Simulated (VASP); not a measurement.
An input for Quantum ESPRESSO's pw.x (written as the equivalent of a VASP run, and not itself run):

```
&CONTROL
  calculation = 'vc-relax'
  pseudo_dir = './pseudo'
  outdir = './out'
  tprnfor = .true.
  tstress = .true.
  nstep = 60
  forc_conv_thr = 0.00039
/
&SYSTEM
  ibrav = 0
  nat = 2
  ntyp = 2
  ecutwfc = 82
  occupations = 'smearing'
  smearing = 'methfessel-paxton'
  degauss = 0.00735
  input_dft = 'pbesol'
/
&ELECTRONS
  conv_thr = 7.3e-08
  electron_maxstep = 100
/
&IONS
/
&CELL
/
ATOMIC_SPECIES
  Nb 92.906 Nb.upf
  C 12.011 C.upf
CELL_PARAMETERS angstrom
     0.0000000    2.7712810    2.7712810
     2.7712810    0.0000000    2.7712810
     2.7712810    2.7712810    0.0000000
ATOMIC_POSITIONS crystal
  Nb   0.0000000  0.0000000  0.0000000
  C    0.2500000  0.2500000  0.2500000
K_POINTS automatic
  10 10 10 0 0 0
```

Q: Translate this input to VASP (INCAR, KPOINTS, POSCAR, choice of POTCAR).

A: One answer among several that fit: 
POSCAR:
```
NbC
1
    0.0000000000     2.7712810000     2.7712810000
    2.7712810000     0.0000000000     2.7712810000
    2.7712810000     2.7712810000     0.0000000000
Nb C
1 1
Direct
  0.0000000000   0.0000000000   0.0000000000
  0.2500000000   0.2500000000   0.2500000000
```

File KPOINTS:
```
Automatic mesh
0
Gamma
10 10 10
0 0 0
```

INCAR:
```
GGA = PS   # PBEsol
NSW = 60
LMAXMIX = 4   # l cut-off of mixed one-centre charges
NELM = 100   # most electronic steps
LWAVE = F
ISMEAR = 1   # Methfessel-Paxton
SIGMA = 0.1   # width (eV)
ALGO = Normal   # blocked Davidson
SYSTEM = NbC
PREC = Accurate
EDIFFG = -0.01
LASPH = T   # aspherical one-centre terms
LCHARG = F
EDIFF = 1E-6   # SCF stop (eV)
IBRION = 2   # conjugate gradients
LREAL = F
ENCUT = 520
ISIF = 3   # ions, shape and volume
```

POTCAR, in this order: Nb_sv C (PBE.64 set). Program: vasp_std.

The two are equivalent in intent, not identical: the potentials are each code's own (VASP's PAW set, PseudoDojo norm-conserving files in pw.x), so ENCUT and ecutwfc are chosen apart and not converted; conv_thr bounds pw.x's estimated SCF error, while EDIFF bounds the energy change between steps; forc_conv_thr acts on force components and is met together with etot_conv_thr.

The structure was generated: NbC was put into the zinc blende type (F-43m), which need not be its known phase. This run relaxes it. Symmetry was kept, so distortions that lower it aren't found.
